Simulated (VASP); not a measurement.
OSZICAR of a VASP run on CuGaSe2 (atoms displaced from the space group 122 structure):

**OSZICAR**
```
       N       E                     dE             d eps       ncg     rms          rms(c)
DAV:   1    -0.292432749716E+04   -0.29243E+04   -0.24292E+04   731   0.163E+03
DAV:   2    -0.343916299138E+04   -0.51484E+03   -0.49956E+03   702   0.460E+02
DAV:   3    -0.352938822659E+04   -0.90225E+02   -0.87836E+02   815   0.171E+02
DAV:   4    -0.353506457845E+04   -0.56764E+01   -0.56389E+01   936   0.428E+01
DAV:   5    -0.346143156830E+02    0.35005E+04   -0.17249E+01   848   0.619E+01    0.766E+00
DAV:   6    -0.338382565718E+02    0.77606E+00   -0.23453E+00   968   0.187E+01    0.495E+00
DAV:   7    -0.337921029330E+02    0.46154E-01   -0.14193E+00  1008   0.114E+01    0.417E+00
DAV:   8    -0.337983858937E+02   -0.62830E-02   -0.13863E-01  1032   0.411E+00    0.289E+00
DAV:   9    -0.337875412809E+02    0.10845E-01   -0.91840E-03   896   0.764E-01    0.166E+00
DAV:  10    -0.337832747976E+02    0.42665E-02   -0.47923E-03  1024   0.837E-01    0.851E-01
DAV:  11    -0.337821806788E+02    0.10941E-02   -0.13972E-03   976   0.292E-01    0.450E-01
DAV:  12    -0.337818506798E+02    0.33000E-03   -0.41912E-04  1024   0.192E-01    0.234E-01
DAV:  13    -0.337817553947E+02    0.95285E-04   -0.13120E-04   976   0.138E-01    0.124E-01
DAV:  14    -0.337817334514E+02    0.21943E-04   -0.59680E-05   944   0.747E-02    0.660E-02
DAV:  15    -0.337817319170E+02    0.15344E-05   -0.21171E-05   840   0.481E-02    0.363E-02
DAV:  16    -0.337817341497E+02   -0.22327E-05   -0.88437E-06   760   0.320E-02    0.202E-02
DAV:  17    -0.337817362006E+02   -0.20509E-05   -0.35641E-06   632   0.219E-02    0.118E-02
DAV:  18    -0.337817375239E+02   -0.13233E-05   -0.17887E-06   480   0.160E-02    0.726E-03
DAV:  19    -0.337817382747E+02   -0.75082E-06   -0.97527E-07   416   0.133E-02
   1 F= -.33781738E+02 E0= -.33781738E+02  d E =-.146423E-07
```

Q: Which electronic solver shows in the log?

A: It is blocked Davidson (ALGO = Normal, or the opening steps of other solvers). The INCAR had ALGO = Normal.

Q: Can the final energy be trusted as converged?

A: Self-consistency was reached. It stopped with EDIFF = 1E-6, NELM = 100 (B3LYP hybrid, plane waves, VASP's PBE PAW potentials (set 64)).

The structure is a typed CuGaSe2 crystal. The cell was not relaxed at this level, atoms are displaced from their ideal sites. The k-mesh is coarse (spacing up to 0.79 per Å, 2π included), so the numbers may not be converged in it. The run is one of a series of settings (AEXX = 0.2, AGGAC = 0.81, AGGAX = 0.72, ALDAC = 0.19, GGA = B3, HFRCUT = -1, ISYM = 3, LHFCALC = .TRUE., PRECFOCK = Fast, KPOINTS 2×2×2 Γ-centred mesh against the base run), some of them coarse on purpose.
